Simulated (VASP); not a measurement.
## SrCl2: energy against volume

SrCl2 (fluorite, Fm-3m, 29.066 Å³/atom and stress up to 0.07 GPa in the relaxed cell, cube axes along x, y and z) under an equal strain ε along all three axes. PBE in VASP (plane waves, PAW), 480 eV, 8×8×8 Γ-centred mesh, Gaussian smearing 0.05 eV; ions are relaxed, or left where forces stay under 0.02 eV/Å, within the symmetry of each cell.

Here V stands for volume and E for E less E0.

| volume (Å³/atom) | E less E0 (meV/atom) | pressure (GPa) |
|---|---|---|
| 26.5274 | ? | ? |
| 27.3564 | 13.66 | 2.45 |
| 27.7772 | 7.89 | 1.79 |
| 28.2024 | 3.73 | 1.17 |
| 28.6318 | 1.13 | 0.60 |
| 29.0656 | 0.00 | 0.07 |
| 29.5038 | 0.26 | -0.43 |
| 29.9464 | 1.87 | -0.89 |
| 30.3933 | 4.72 | -1.31 |
| 30.8447 | 8.76 | -1.71 |

Question: Using the third-order Birch-Murnaghan form, a cubic in V^(-2/3), estimate the missing E at V = 26.5274 from the other rows, showing the fit.

Answer: With u = V^(-2/3) - 0.1058, the rows have u = 0.0043440, 0.0032287, 0.0021301, 0.0010483, -0.0000175, -0.0010675, -0.0021020, -0.0031210, -0.0041253. Least squares gives E = 0.008 + 417.9·u + 621479·u² + 1378505·u³. Residuals (row less fit): -0.004, 0.008, -0.001, -0.001, -0.001, -0.008, 0.007, 0.005, -0.004; standard error 0.007 (degrees of freedom: 5). Its minimum lies at u = -0.0003366, so V0 = (0.1054634)^(-3/2) = 29.20. There d²E/du² = 1240000 and d³E/du³ = 8271000, so B0 = (4/9) × 29.20^(-7/3) × 1240000 × 0.160218 = 33.6 GPa (the last factor turns the table's units into GPa), and B0' = 4 + (2/3) × 0.1054634 × (8271000)/1240000 = 4.5. B0' rests on the cubic coefficient alone and has a standard error of 0.1 from these residuals. At the withheld row, u = 0.0066269, so E = 0.008 + 417.9 × 0.0066269 + 621479 × 0.0066269² + 1378505 × 0.0066269³ = 30.471 meV/atom. The calculation gives 30.49 meV/atom, 0.019 meV/atom above the prediction (0.1 % of the range of E in the table). The row lies outside the fitted rows, so this is an extrapolation. From the scatter of the fitted rows alone, a prediction at this place has a standard error of 0.033 meV/atom, so the miss is 0.6 times that.

Other structures, which can take over under pressure, weren't tried. The same form fitted to the pressure column gives B0' = 4.5; series where the two differ by over 0.4 aren't shown. Rows are the converged runs of the series near zero and its far end, less any whose ions stayed unrelaxed beside relaxed ones; series whose fitted rows scatter by over a few per cent of the range, as at a crossing or softening among them, aren't shown in this form.
